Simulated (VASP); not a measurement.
Data:

```
CsI
1.0
    4.52992     0.00000     0.00000
    0.00000     4.52992     0.00000
    0.00000     0.00000     4.52992
Cs I
1 1
Direct
  0.00000   0.00000   0.00000
  0.50000   0.50000   0.50000
```

Calculation: optB86b-vdW, VASP's PBE PAW potentials (set 64) (plane waves; VASP). Settings: 520 eV cut-off, 7×7×7 Γ-centred mesh, tetrahedra with Blöchl corrections, potentials Cs_sv I.

Problem. What does the run give for the energy per atom (σ→0)?

Solution. 
| Item | Result |
|---|---|
| energy per atom (σ→0) | -0.443 eV/atom |

The compound is CsI in the CsCl type structure. It was relaxed first.
